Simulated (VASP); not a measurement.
These are PBE GGA, VASP's PBE PAW potentials (set 64) (plane waves; VASP) values and carry that method's errors.

VASP input:

KPOINTS:
```
Automatic mesh
0
Gamma
7 7 6
0 0 0
```

File POSCAR:
```
Se
1
    4.4562220000     0.0000000000     0.0000000000
   -2.2281110000     3.8592020000     0.0000000000
    0.0000000000     0.0000000000     4.9250890000
Se
3
Direct
  0.2178900000   0.0000000000   0.3333330000
  0.0000000000   0.2178900000   0.6666670000
  0.7821100000   0.7821100000   0.0000000000
```

### INCAR
```
# general
SYSTEM  = Se
PREC    = Accurate
ENCUT   = 300
LREAL   = .False.
LASPH   = .True.

# electronic loop
EDIFF   = 1E-6
NELM    = 100
ALGO    = Normal
LMAXMIX = 4

# smearing
ISMEAR  = 0
SIGMA   = 0.01

# functional
GGA     = PE

# ions
ISIF    = 2

# output
LWAVE   = .False.
LCHARG  = .False.
```

POTCAR, in this order: Se (PBE.64 set). Program: vasp_std.

### Question
What does the run give for the energy per atom (σ→0), pressure, largest force?

### Answer

```
Quantity                        Value
---------------------  --------------
energy per atom (σ→0)  -3.484 eV/atom
pressure                     3.43 GPa
largest force              0.690 eV/Å
```

### OSZICAR
```
...
DAV:   6    -0.104740554586E+02    0.63267E-01   -0.40505E-02  1200   0.144E+00    0.445E+00
DAV:   7    -0.104527810638E+02    0.21274E-01   -0.80270E-02  1085   0.201E+00    0.207E-01
DAV:   8    -0.104521597874E+02    0.62128E-03   -0.91253E-03  1085   0.688E-01    0.107E-01
DAV:   9    -0.104522803825E+02   -0.12060E-03   -0.34073E-04  1360   0.134E-01    0.338E-02
DAV:  10    -0.104523321128E+02   -0.51730E-04   -0.53332E-05  1120   0.558E-02    0.715E-03
DAV:  11    -0.104523366191E+02   -0.45063E-05   -0.89574E-06  1185   0.205E-02    0.389E-03
DAV:  12    -0.104523365321E+02    0.86960E-07   -0.16491E-06   835   0.972E-03
   1 F= -.10452337E+02 E0= -.10452337E+02  d E =-.146407E-11
```

The structure comes from a computed database's Se entry; how it stands against other phases isn't given here. The cell was not relaxed at this level, and its volume differs by -5.9 % from the start's.
